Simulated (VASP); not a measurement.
Level of theory: AM05 GGA, VASP's PBE PAW potentials (set 64) (plane waves; VASP).

Input for VASP

File POSCAR:
```
KCl
1
   -0.0000000000     3.1761305468     3.1761305468
    3.1761305468    -0.0000000000     3.1761305468
    3.1761305468     3.1761305468    -0.0000000000
K Cl
1 1
Direct
  0.0000000000   0.0000000000   0.0000000000
  0.5000000000   0.5000000000   0.5000000000
```

**KPOINTS**
```
Automatic mesh
0
Gamma
7 7 7
0 0 0
```

INCAR:
```
! general
SYSTEM = KCl
PREC   = Accurate
ENCUT  = 520   ! plane-wave cut-off (eV)
LREAL  = .FALSE.
LASPH  = .TRUE.   ! aspherical one-centre terms

! electronic loop
EDIFF  = 1E-6   ! SCF stop (eV)
NELM   = 100   ! most electronic steps
ALGO   = Normal   ! blocked Davidson

! smearing
ISMEAR = 0   ! Gaussian
SIGMA  = 0.05

! functional
GGA    = AM

! ions
IBRION = 2   ! conjugate gradients
NSW    = 60
ISIF   = 3   ! ions, shape and volume
EDIFFG = -0.01   ! ionic stop

! output
LWAVE  = .FALSE.
LCHARG = .FALSE.
```

POTCAR, in this order: K_sv Cl (PBE.64 set). Program: vasp_std.

The resulting files:

### OSZICAR
```
       N       E                     dE             d eps       ncg     rms          rms(c)
DAV:   1     0.102044184045E+03    0.10204E+03   -0.72377E+03   480   0.119E+03
DAV:   2    -0.143749400133E+01   -0.10348E+03   -0.96726E+02   656   0.268E+02
DAV:   3    -0.679927307272E+01   -0.53618E+01   -0.53403E+01   620   0.586E+01
DAV:   4    -0.695639363688E+01   -0.15712E+00   -0.15695E+00   836   0.898E+00
DAV:   5    -0.695748164910E+01   -0.10880E-02   -0.10880E-02   620   0.806E-01    0.310E+00
DAV:   6    -0.669688438636E+01    0.26060E+00   -0.51906E-01   596   0.405E+00    0.254E+00
DAV:   7    -0.669154461076E+01    0.53398E-02   -0.13080E-01   608   0.225E+00    0.149E+00
DAV:   8    -0.670952879826E+01   -0.17984E-01   -0.26074E-02   584   0.134E+00    0.196E-01
DAV:   9    -0.671080663831E+01   -0.12778E-02   -0.19267E-03   636   0.311E-01    0.110E-01
DAV:  10    -0.671188043626E+01   -0.10738E-02   -0.11981E-03   552   0.265E-01    0.188E-02
DAV:  11    -0.671192252507E+01   -0.42089E-04   -0.54772E-05   688   0.530E-02    0.101E-02
DAV:  12    -0.671193344609E+01   -0.10921E-04   -0.15831E-05   564   0.285E-02    0.432E-03
DAV:  13    -0.671193491973E+01   -0.14736E-05   -0.30857E-06   588   0.133E-02    0.138E-03
DAV:  14    -0.671193503077E+01   -0.11104E-06   -0.13234E-07   452   0.308E-03
   1 F= -.67119350E+01 E0= -.67119350E+01  d E =-.671194E+01
```

OUTCAR:
```
------------------------ aborting loop because EDIFF is reached ----------------------------------------
  FORCE on cell =-STRESS in cart. coord.  units (eV):
  Direction    XX          YY          ZZ          XY          YZ          ZX
  --------------------------------------------------------------------------------------
  Total        0.0017632      0.0017632      0.0017632      0.0000000     -0.0000000      0.0000000
  in kB        0.0440856      0.0440856      0.0440856      0.0000000     -0.0000000      0.0000000
  external PRESSURE =       0.0440856 kB  Pullay stress =       0.0000000 kB
  volume of cell :       64.08
      direct lattice vectors                 reciprocal lattice vectors
     0.000000000  3.176130547  3.176130547    -0.157424260  0.157424260  0.157424260
     3.176130547  0.000000000  3.176130547     0.157424260 -0.157424260  0.157424260
     3.176130547  3.176130547  0.000000000     0.157424260  0.157424260 -0.157424260
  FREE ENERGIE OF THE ION-ELECTRON SYSTEM (eV)
  ---------------------------------------------------
  free  energy   TOTEN  =        -6.7119350308 eV

  energy  without entropy=       -6.7119350308  energy(sigma->0) =       -6.71193503

 reached required accuracy - stopping structural energy minimisation
```
(Selected blocks of OUTCAR.)

OUTCAR:
```
 val. band max:       -1.9109838704   @ k =   0.0000   0.0000   0.0000

 cond. band min:       3.2409463888   @ k =   0.0000   0.0000   0.0000


 Fermi energy:        -1.5967226314

 k-point     1 :       0.0000    0.0000    0.0000
  band No.  band energies     occupation
      1     -29.0454      2.00000
      2     -13.9327      2.00000
      3     -12.6109      2.00000
      4     -12.6109      2.00000
      5     -12.6109      2.00000
      6      -1.9110      2.00000
      7      -1.9110      2.00000
      8      -1.9110      2.00000
      9       3.2409      0.00000
     10       6.4578      0.00000
     11       6.4578      0.00000
     12       6.4578      0.00000

 k-point     2 :       0.1429    0.0000    0.0000
  band No.  band energies     occupation
      1     -29.0436      2.00000
      2     -13.9721      2.00000
      3     -12.6125      2.00000
      4     -12.6125      2.00000
      5     -12.5619      2.00000
      6      -2.1393      2.00000
      7      -1.9719      2.00000
      8      -1.9719      2.00000
      9       3.7069      0.00000
     10       6.3246      0.00000
     11       6.7048      0.00000
     12       6.7048      0.00000

 k-point     3 :       0.2857    0.0000    0.0000
  band No.  band energies     occupation
      1     -29.0396      2.00000
      2     -14.0522      2.00000
      3     -12.6161      2.00000
      4     -12.6161      2.00000
      5     -12.4599      2.00000
      6      -2.5747      2.00000
      7      -2.1028      2.00000
      8      -2.1028      2.00000
      9       4.7437      0.00000
     10       6.2716      0.00000
     11       7.3941      0.00000
     12       7.3941      0.00000

 k-point     4 :       0.4286    0.0000    0.0000
  band No.  band energies     occupation
      1     -29.0364      2.00000
      2     -14.1099      2.00000
      3     -12.6190      2.00000
      4     -12.6190      2.00000
      5     -12.3843      2.00000
      6      -2.8732      2.00000
...
```

The compound is KCl in the rock salt structure. It was relaxed first. The start is the result of an earlier pass.
